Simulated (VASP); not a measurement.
Data:

```
SrCl2
1.0
    0.00000     3.40938     3.40938
    3.40938     0.00000     3.40938
    3.40938     3.40938     0.00000
Sr Cl
1 2
Direct
  0.00000   0.00000   0.00000
  0.25000   0.25000   0.25000
  0.75000   0.75000   0.75000
```

Computed with rev-vdW-DF2, VASP's PBE PAW potentials (set 64) (plane waves; VASP). Settings: 520 eV cut-off, 6×6×6 Γ-centred mesh, Gaussian smearing of 0.050 eV, potentials Sr_sv Cl.

### Question
The job: SrCl₂ (fluorite), 3 atoms, rev-vdW-DF2, static run, 520 eV, 6×6×6 Γ-centred mesh. Roughly how much core time does it take on a busy server core?

### Answer
About 2 core-minutes (one run on a shared machine, a rough figure). It had 16 irreducible k-points, 16 bands, up to 2158 plane waves and 14 electronic steps.

The compound is SrCl2 in the fluorite structure. This cell is one point of a volume scan, at 0.94 of the reference volume.
